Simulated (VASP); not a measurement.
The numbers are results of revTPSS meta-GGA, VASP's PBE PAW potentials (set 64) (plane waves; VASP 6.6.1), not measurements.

VASP input:

**KPOINTS**
```
Automatic mesh
0
gamma
  12 12 12
```

**INCAR**
```
SYSTEM = RuAl
PREC = Accurate
ENCUT = 520
EDIFF = 1E-7
NELM = 100
ALGO = Normal
LREAL = .FALSE.
LASPH = .TRUE.
ISMEAR = 1
SIGMA = 0.1
METAGGA = RTPSS
LMIXTAU = .TRUE.
LMAXMIX = 4
LWAVE = .FALSE.
LCHARG = .FALSE.
ISIF = 2
```

File POSCAR:
```
RuAl
1
    2.9518630441     0.0000000000     0.0000000000
    0.0000000000     2.9518630441     0.0000000000
    0.0000000000     0.0000000000     2.9518630441
Al Ru
1 1
Direct
  0.5000000000   0.5000000000   0.5000000000
  0.0000000000   0.0000000000   0.0000000000
```

POTCAR, in this order: Al Ru_pv (PBE.64 set). Program: vasp_std.

Output of the run:

File OUTCAR:
```
 ion  position               nearest neighbor table
   1  0.500  0.500  0.500-   2 2.56   2 2.56   2 2.56   2 2.56   2 2.56   2 2.56   2 2.56   2 2.56
  LATTYP: Found a simple cubic cell.
 ALAT       =     2.9518630441
 Subroutine PRICEL returns:
 Original cell was already a primitive cell.
 Subroutine GETGRP returns: Found 48 space group operations
The static configuration has the point symmetry O_h .
The dynamic configuration has the point symmetry O_h .
 Subroutine INISYM returns: Found 48 space group operations
 Subroutine IBZKPT returns following result:
 Found     84 irreducible k-points:

 Following reciprocal coordinates:
            Coordinates               Weight
  0.000000  0.000000  0.000000      1.000000
  0.083333  0.000000  0.000000      6.000000
  0.166667  0.000000  0.000000      6.000000
  0.250000  0.000000  0.000000      6.000000
  0.333333  0.000000  0.000000      6.000000
  0.416667  0.000000  0.000000      6.000000
  0.500000  0.000000  0.000000      3.000000
  0.083333  0.083333  0.000000     12.000000
  0.166667  0.083333  0.000000     24.000000
  0.250000  0.083333  0.000000     24.000000
...
```

File OSZICAR:
```
       N       E                     dE             d eps       ncg     rms          rms(c)
DAV:   1     0.248330716624E+03    0.24833E+03   -0.14727E+04  2308   0.258E+03
DAV:   2     0.470785503905E+02   -0.20125E+03   -0.19298E+03  2460   0.609E+02
DAV:   3     0.386423087552E+02   -0.84362E+01   -0.80617E+01  3132   0.161E+02
DAV:   4     0.384429034359E+02   -0.19941E+00   -0.19880E+00  3272   0.252E+01
DAV:   5     0.384373742838E+02   -0.55292E-02   -0.55267E-02  3272   0.385E+00    0.993E+00
DAV:   6    -0.453811112484E+01   -0.42975E+02   -0.10553E+02  2056   0.107E+02    0.181E+01
DAV:   7    -0.251284726421E+01    0.20253E+01   -0.16987E+01  2016   0.109E+02    0.119E+01
DAV:   8    -0.246148894246E+01    0.51358E-01   -0.86395E+00  2048   0.482E+01    0.404E+00
DAV:   9    -0.248891209700E+01   -0.27423E-01   -0.77234E-01  2244   0.103E+01    0.787E-01
DAV:  10    -0.248199822114E+01    0.69139E-02   -0.77804E-02  2164   0.380E+00    0.503E-01
DAV:  11    -0.248613266927E+01   -0.41344E-02   -0.41367E-02  2056   0.239E+00    0.215E-01
DAV:  12    -0.247465496120E+01    0.11478E-01   -0.25955E-02  2016   0.222E+00    0.108E-01
DAV:  13    -0.248894362006E+01   -0.14289E-01   -0.26442E-02  2016   0.210E+00    0.735E-02
DAV:  14    -0.248866408776E+01    0.27953E-03   -0.20609E-04  2580   0.184E-01    0.432E-02
DAV:  15    -0.248919648667E+01   -0.53240E-03   -0.26002E-04  2136   0.194E-01    0.334E-02
DAV:  16    -0.248919007933E+01    0.64073E-05   -0.20295E-05  2148   0.603E-02    0.216E-02
DAV:  17    -0.248919596947E+01   -0.58901E-05   -0.53627E-06  2172   0.260E-02    0.112E-02
DAV:  18    -0.248920132863E+01   -0.53592E-05   -0.68838E-07  2100   0.129E-02    0.622E-03
DAV:  19    -0.248920284126E+01   -0.15126E-05   -0.11157E-07  1064   0.484E-03    0.179E-03
DAV:  20    -0.248920347016E+01   -0.62891E-06   -0.94895E-08  1024   0.462E-03    0.117E-03
DAV:  21    -0.248920341095E+01    0.59217E-07   -0.12280E-08  1008   0.136E-03
   1 F= -.24892034E+01 E0= -.24891054E+01  d E =-.293978E-03
```

OUTCAR:
```
------------------------ aborting loop because EDIFF is reached ----------------------------------------
  FORCE on cell =-STRESS in cart. coord.  units (eV):
  Direction    XX          YY          ZZ          XY          YZ          ZX
  --------------------------------------------------------------------------------------
  Total        1.1209620      1.1209620      1.1209620      0.0000000     -0.0000000      0.0000000
  in kB       69.8253096     69.8253096     69.8253096      0.0000000     -0.0000000      0.0000000
  external PRESSURE =      69.8253096 kB  Pullay stress =       0.0000000 kB
  volume of cell :       25.72
      direct lattice vectors                 reciprocal lattice vectors
     2.951863044  0.000000000  0.000000000     0.338769104  0.000000000  0.000000000
     0.000000000  2.951863044  0.000000000     0.000000000  0.338769104  0.000000000
     0.000000000  0.000000000  2.951863044     0.000000000  0.000000000  0.338769104
 POSITION                                       TOTAL-FORCE (eV/Angst)
 -----------------------------------------------------------------------------------
      1.47593      1.47593      1.47593         0.000000      0.000000      0.000000
      0.00000      0.00000      0.00000         0.000000      0.000000      0.000000
 -----------------------------------------------------------------------------------
    total drift:                                0.000000      0.000000      0.000000
  FREE ENERGIE OF THE ION-ELECTRON SYSTEM (eV)
  ---------------------------------------------------
  free  energy   TOTEN  =        -2.4892034109 eV

  energy  without entropy=       -2.4889094328  energy(sigma->0) =       -2.48910542
```
(Selected blocks of OUTCAR.)

OUTCAR:
```
 val. band max:       11.2230186107   @ k =   0.0833   0.0833   0.0000

 cond. band min:      11.2335170524   @ k =   0.4167   0.3333   0.1667


 Fermi energy:        11.2333158467

 k-point     1 :       0.0000    0.0000    0.0000
  band No.  band energies     occupation
      1     -30.8950      2.00000
      2     -30.8950      2.00000
      3     -30.8950      2.00000
      4       1.3347      2.00000
      5       7.4421      2.00000
      6       7.4421      2.00000
      7      11.4256     -0.02037
      8      11.4256     -0.02037
      9      11.4256     -0.02037
     10      17.5950      0.00000
     11      17.5950      0.00000
     12      17.5950      0.00000

 k-point     2 :       0.0833    0.0000    0.0000
  band No.  band energies     occupation
      1     -30.9115      2.00000
      2     -30.8936      2.00000
      3     -30.8936      2.00000
      4       1.4732      2.00000
      5       7.4926      2.00000
      6       7.4945      2.00000
      7      11.2501      0.72028
      8      11.2501      0.72028
      9      11.4434     -0.01140
     10      16.9495      0.00000
     11      17.8706      0.00000
     12      17.8706      0.00000

 k-point     3 :       0.1667    0.0000    0.0000
  band No.  band energies     occupation
      1     -30.9564      2.00000
      2     -30.8898      2.00000
      3     -30.8898      2.00000
      4       1.8791      2.00000
      5       7.5982      2.00000
      6       7.6351      2.00000
      7      10.8252      2.00000
      8      10.8252      2.00000
      9      11.4923     -0.00153
     10      15.6992      0.00000
     11      18.5959      0.00000
     12      18.5959      0.00000

 k-point     4 :       0.2500    0.0000    0.0000
  band No.  band energies     occupation
      1     -31.0172      2.00000
      2     -30.8846      2.00000
      3     -30.8846      2.00000
      4       2.5256      2.00000
      5       7.5871      2.00000
      6       7.8423      2.00000
...
```

The compound is RuAl in the CsCl type structure. This cell is one point of a volume scan, at 0.97 of the reference volume. The electron count is odd and the run is not spin-polarised, which forces a metal.
